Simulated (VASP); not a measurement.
Data:

```
CELL_PARAMETERS angstrom
      3.16275     0.00000     0.00000
     -1.58138     2.73902     0.00000
      0.00000     0.00000     3.51261
ATOMIC_POSITIONS crystal
  Hf 0.00000 0.00000 0.00000
  B  0.33333 0.66667 0.50000
  B  0.66667 0.33333 0.50000
```

All values below come from PBEsol GGA, VASP's PBE PAW potentials (set 64) (plane waves; VASP 6.6.1). Settings: 280 eV cut-off, 8×8×8 Γ-centred mesh, Fermi-Dirac smearing of 0.10 eV, potentials Hf_pv B.

At this cut-off the stress carries a Pulay error, which pulls relaxed volumes low.  Energy and stress use the plane-wave basis of the starting cell.

Question: The ions, cell shape and volume are relaxed. Give the cell that the relaxation ends in.

Answer: 
```
CELL_PARAMETERS angstrom
      3.11906     0.00000     0.00000
     -1.55953     2.70118     0.00000
      0.00000     0.00000     3.43607
ATOMIC_POSITIONS crystal
  Hf 0.00000 0.00000 0.00000
  B  0.33333 0.66667 0.50000
  B  0.66667 0.33333 0.50000
```
Space group P6/mmm (191), at a tolerance of 0.03 Å.

Question: How do energy and volume change from the first to the last step?

Answer: The energy (σ→0) changes by -20.4 meV/atom and the volume by -4.9 %, in 5 ionic steps.

```json
[
 {"step": "1", "E(σ→0) (eV)": "-27.7598", "max force (eV/Å)": "0.000", "pressure (GPa)": "-12.49", "volume (Å³)": "30.43"},
 {"step": "2", "E(σ→0) (eV)": "-27.7015", "max force (eV/Å)": "0.000", "pressure (GPa)": "21.41", "volume (Å³)": "27.08"},
 {"step": "3", "E(σ→0) (eV)": "-27.8198", "max force (eV/Å)": "0.000", "pressure (GPa)": "-0.16", "volume (Å³)": "28.99"},
 {"step": "4", "E(σ→0) (eV)": "-27.8198", "max force (eV/Å)": "0.000", "pressure (GPa)": "0.10", "volume (Å³)": "28.96"},
 {"step": "5", "E(σ→0) (eV)": "-27.8209", "max force (eV/Å)": "0.000", "pressure (GPa)": "0.08", "volume (Å³)": "28.95"}
]
```

The structure comes from a computed database's HfB2 entry; how it stands against other phases isn't given here. This run relaxes it. Symmetry was kept, so distortions that lower it aren't found. The run is one of a series of settings (EDIFFG = -0.01, ENCUT = 280, IBRION = 2, ISIF = 3, NSW = 50, KPOINTS 8×8×8 Γ-centred mesh against the base run), some of them coarse on purpose.
